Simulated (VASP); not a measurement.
Input:

```
CELL_PARAMETERS angstrom
      0.00000     2.71935     2.71935
      2.71935     0.00000     2.71935
      2.71935     2.71935     0.00000
ATOMIC_POSITIONS crystal
  Si 0.00000 0.00000 0.00000
  Si 0.25000 0.25000 0.25000
```

Method: revTPSS meta-GGA, VASP's PBE PAW potentials (set 64) (plane waves; VASP 6.6.1). Run with 520 eV cut-off, 9×9×9 Γ-centred mesh, tetrahedra with Blöchl corrections, potentials Si.

Problem. Estimate the energy per atom (σ→0), band gap (over mesh and band path) with the smallest direct gap where there is one.

Solution. 
* **band gap (over mesh and band path)**: 0.56 eV
* **smallest direct gap (over mesh and band path)**: 2.67 eV
* **energy per atom (σ→0)**: -6.715 eV/atom

Only differences to runs with the same potentials and settings are physical.

The compound is Si in the diamond structure. It was relaxed first.
